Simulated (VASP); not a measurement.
# Lanthanum with r2SCAN: from relaxation to properties, part 5 of 5

Aim: relax Lanthanum with r2SCAN, compute its properties on that cell and hold them against experiment. The start is a cell from a database of measured crystal structures.

VASP 6.6.1; r2SCAN; plane waves and PAW (La).

Still holding for the runs below: The k-mesh is coarse for a metal.

So far. Step 12 (Volume scan with r2SCAN (run 7)): The pressure falls from -0.89 to -1.29 GPa. The parabola predicted -1.28 GPa, +0.01 GPa off. Step 14 (Fit for r2SCAN): The fit over cells of fixed shape and fractional positions puts the volume +0.18 % from the relaxed one. At a finite cutoff and mesh the minimum of the energy and the zero of the stress don't quite coincide, and the relaxation stops at a threshold. The relaxed cell has a = 3.757, c = 12.130 Å (conventional setting).

## Step 15: Band structure (r2SCAN) with a changed input

This step: r2SCAN; plane waves and PAW (La) (VASP 6.6.1).

Levels along the symmetry lines show where the bands peak and cross; KPOINTS_OPT computes them in the converged potential. Some settings are moved from the usual, to see what they do.

Input file INCAR:

```
SYSTEM = La
PREC = Accurate
ENCUT = 400
EDIFF = 1E-06
NELM = 100
ISMEAR = 0
SIGMA = 0.1
LREAL = .FALSE.
ALGO = Normal
METAGGA = R2SCAN
LASPH = .TRUE.
NBANDS = 36
LORBIT = 11
LWAVE = .FALSE.
LCHARG = .FALSE.
KPAR = 4
```

Input file POSCAR:

```
La
1.0
    3.7570110551      0.0000000000      0.0000000000
   -1.8785055275      3.2536670160      0.0000000000
    0.0000000000      0.0000000000     12.1302474925
La
4
Direct
    0.0000000000      0.0000000000      0.0000000000
    0.0000000000      0.0000000000      0.5000000000
    0.3333333333      0.6666666667      0.7500000000
    0.6666666667      0.3333333333      0.2500000000
```

Input file KPOINTS:

```
Automatic mesh
0
Gamma
2 2 1
0 0 0
```

Input file KPOINTS_OPT:

```
Line mode
16
Line-mode
Reciprocal
  0.00000000   0.00000000   0.00000000 GAMMA
  0.50000000   0.00000000   0.00000000 M

  0.50000000   0.00000000   0.00000000 M
  0.33333333   0.33333333   0.00000000 K

  0.33333333   0.33333333   0.00000000 K
  0.00000000   0.00000000   0.00000000 GAMMA

  0.00000000   0.00000000   0.00000000 GAMMA
  0.00000000   0.00000000   0.50000000 A

  0.00000000   0.00000000   0.50000000 A
  0.50000000   0.00000000   0.50000000 L

  0.50000000   0.00000000   0.50000000 L
  0.33333333   0.33333333   0.50000000 H

  0.33333333   0.33333333   0.50000000 H
  0.00000000   0.00000000   0.50000000 A

  0.50000000   0.00000000   0.50000000 L
  0.50000000   0.00000000   0.00000000 M

  0.33333333   0.33333333   0.00000000 K
  0.33333333   0.33333333   0.50000000 H
```

PAW data sets: La (PBE family, release 64).

On the command line:

```sh
$ mpirun -np 4 vasp_std
```

The program printed:

```text
[... set-up lines as in an earlier step ...]
 entering main loop
       N       E                     dE             d eps       ncg     rms          rms(c)
DAV:   1     0.462011805383E+03    0.46201E+03   -0.12347E+04   144   0.139E+03
DAV:   2    -0.145773975142E+02   -0.47659E+03   -0.46046E+03   192   0.351E+02
DAV:   3    -0.122043463704E+03   -0.10747E+03   -0.10384E+03   216   0.189E+02
DAV:   4    -0.135105140720E+03   -0.13062E+02   -0.12641E+02   280   0.725E+01
DAV:   5    -0.136827925696E+03   -0.17228E+01   -0.17133E+01   288   0.275E+01    0.687E+00
DAV:   6    -0.123057408324E+03    0.13771E+02   -0.42700E+00   272   0.139E+01    0.327E+00
DAV:   7    -0.123096716978E+03   -0.39309E-01   -0.56313E-01   288   0.549E+00    0.127E+00
DAV:   8    -0.123109969957E+03   -0.13253E-01   -0.93974E-02   280   0.226E+00    0.260E-01
DAV:   9    -0.123111670020E+03   -0.17001E-02   -0.15636E-02   288   0.101E+00    0.917E-02
DAV:  10    -0.123112254645E+03   -0.58462E-03   -0.30862E-03   288   0.387E-01    0.417E-02
DAV:  11    -0.123112436149E+03   -0.18150E-03   -0.79966E-04   288   0.186E-01    0.178E-02
DAV:  12    -0.123112471495E+03   -0.35345E-04   -0.23317E-04   280   0.996E-02    0.790E-03
DAV:  13    -0.123112479562E+03   -0.80667E-05   -0.63184E-05   272   0.494E-02    0.467E-03
DAV:  14    -0.123112480827E+03   -0.12653E-05   -0.17748E-05   240   0.275E-02    0.216E-03
DAV:  15    -0.123112481750E+03   -0.92282E-06   -0.62334E-06   216   0.163E-02
   1 F= -.12311248E+03 E0= -.12308602E+03  d E =-.529181E-01
 Start KPOINTS_OPT (optional k-point list driver)
k-point batch [1-2\144]
       N       E                     dE             ncg
DAV:   1     0.584196748405E+03    0.52182E+03      144
DAV:   2    -0.382272443319E+03   -0.96647E+03      200
DAV:   3    -0.648306578036E+03   -0.26603E+03      224
DAV:   4    -0.683328644970E+03   -0.35022E+02      272
DAV:   5    -0.687081232809E+03   -0.37526E+01      280
DAV:   6    -0.687609601682E+03   -0.52837E+00      288
DAV:   7    -0.687716563670E+03   -0.10696E+00      288
DAV:   8    -0.687742009090E+03   -0.25445E-01      288
DAV:   9    -0.687748585644E+03   -0.65766E-02      288
DAV:  10    -0.687750261807E+03   -0.16762E-02      288
DAV:  11    -0.687750713309E+03   -0.45150E-03      288
DAV:  12    -0.687750828795E+03   -0.11549E-03      280
DAV:  13    -0.687750858100E+03   -0.29305E-04      240
DAV:  14    -0.687750865327E+03   -0.72271E-05      240
DAV:  15    -0.687750867118E+03   -0.17912E-05      240
DAV:  16    -0.687750867580E+03   -0.46190E-06      240
[...]
k-point batch [143-144\144]
       N       E                     dE             ncg
DAV:   1     0.440989142445E+03   -0.24165E+04      144
DAV:   2    -0.482946483037E+03   -0.92394E+03      192
DAV:   3    -0.664704412547E+03   -0.18176E+03      224
DAV:   4    -0.683835746189E+03   -0.19131E+02      268
DAV:   5    -0.686940828539E+03   -0.31051E+01      288
DAV:   6    -0.687545475088E+03   -0.60465E+00      288
DAV:   7    -0.687694959828E+03   -0.14948E+00      288
DAV:   8    -0.687737496198E+03   -0.42536E-01      288
DAV:   9    -0.687750448181E+03   -0.12952E-01      288
DAV:  10    -0.687754126311E+03   -0.36781E-02      288
DAV:  11    -0.687755190313E+03   -0.10640E-02      280
DAV:  12    -0.687755471692E+03   -0.28138E-03      280
DAV:  13    -0.687755544211E+03   -0.72519E-04      216
DAV:  14    -0.687755564295E+03   -0.20084E-04      192
DAV:  15    -0.687755569470E+03   -0.51750E-05      192
DAV:  16    -0.687755570841E+03   -0.13709E-05      192
DAV:  17    -0.687755571205E+03   -0.36357E-06      192
```

Wall time 16 min (4 MPI ranks of Intel Xeon Platinum 8488C (Sapphire Rapids), shared host); peak memory 0.99 GiB.

From OUTCAR (step 15):

```text
   k-points           NKPTS =      2   k-points in BZ     NKDIM =      2   number of bands    NBANDS=     36

   NELECT =      44.0000    total number of electrons

 E-fermi :   7.7785

 k-point     1 :       0.0000    0.0000    0.0000
  band No.  band energies     occupation
    ...
     16      -8.5851      2.00000
     17       4.6812      2.00000
     18       5.9905      2.00000
     19       6.0730      2.00000
     20       6.1388      2.00000
     21       8.4934      0.00000
     22       8.5993      0.00000
     23       9.3725      0.00000
     24       9.4191      0.00000
     25       9.4194      0.00000
    ...

  Total      -12.6864430    -12.6864430      6.0254891     -0.0000000      0.0000000      0.0000000
  in kB     -137.0771975   -137.0771975     65.1054959     -0.0000000      0.0000000      0.0000000
  external PRESSURE =     -69.6829664 kB  Pullay stress =       0.0000000 kB

 POSITION                                       TOTAL-FORCE (eV/Angst)
 -----------------------------------------------------------------------------------
      0.00000      0.00000      0.00000         0.000000      0.000000      0.000000
      0.00000      0.00000      6.06512         0.000000      0.000000      0.000000
     -0.00000      2.16911      9.09769        -0.000000      0.000000      0.000000
      1.87851      1.08456      3.03256        -0.000000     -0.000000     -0.000000
 -----------------------------------------------------------------------------------
    total drift:                                0.000000     -0.000000     -0.000000

  FREE ENERGIE OF THE ION-ELECTRON SYSTEM (eV)
  ---------------------------------------------------
  free  energy   TOTEN  =      -123.1124817497 eV

  energy  without entropy=     -123.0595636589  energy(sigma->0) =     -123.08602270

[... 7 parts as in an earlier step ...]

[... 5 further parts left out ...]
```

The run converged; its settings lie outside those of the reference runs, so its numbers are set aside.

Against the sound run on this cell (band structure (r2SCAN)) the energy at zero smearing moves by -1019.2 meV an atom and the pressure by -6.97 GPa.

Settings moved from the usual: k-mesh = 2×2×1, ISMEAR = 0 and SIGMA = 0.1. KPOINTS differs too.

The mesh holds 2 irreducible points against 16.

## Step 16: Results

| Quantity | Value |
| --- | --- |
| relaxed volume | 37.07 Å³/atom |
| relaxed conventional cell a, b, c | 3.757, 3.757, 12.130 Å; angles 90.0, 90.0, 120.0° |
| space group after relaxing, within 0.02 Å | P6_3/mmc (No. 194) |
| band gap | none, a metal |
| DOS at the Fermi level | 8.87 states/eV/cell |
| bulk modulus from the fit | 24.8 GPa |
| volume from the fit | 37.1 Å³/atom |

In words: With r2SCAN, Lanthanum relaxes to 37.07 Å³/atom in space group P6_3/mmc (held by the symmetry of the run), comes out as a metal and has a bulk modulus of 24.8 GPa. Against the listed cell the volume lies -0.9 % (a -0.3 %, c -0.2 %). Band structure (r2SCAN): Of the bands kept, 4 cross the Fermi level on this path. Spin-orbit coupling is left out, and with elements this heavy it would split and shift bands near the Fermi level. The k-sampling is coarse for a metal, so the Fermi level, pressures and the shape of the cell carry errors. No search among competing phases was made. All values are for a static lattice at zero temperature.

Computed beside measured:

| quantity | measured | r2SCAN |
| --- | --- | --- |
| lattice constant a (Å) | 3.772 | 3.757 (-0.4 %) |
| lattice constant c (Å) | not in our table of this source | 12.130 |

Measured values from pmc:6068614 (2018).

Verdict: The lattice constant a is off by -0.4 %: good agreement. The grades are ours: good and fair within 0.7 and 1.5 % for the lattice constant a. For lattice constants the calculation has a static lattice, without zero-point motion or thermal expansion.

[Lines on the potential files, build, host, timing and source positions are cut from VASP's logs without a mark.]

[Logs are printed without paths, hosts, clocks, repeated set-up lines and the standing remarks that a program may print on its own settings, such as how far it seeks lower states.]

[Hosts, paths, dates, database ids (printed as entryN), source tags and the programs' standing remarks are cut or masked in the printed files.]

[A measured line is paired with the nearest computed mode of its activity, which favours agreement.]

[In band tables of VASP the shares of atoms and orbitals are scaled to a sum of 1 inside the atoms' spheres.]
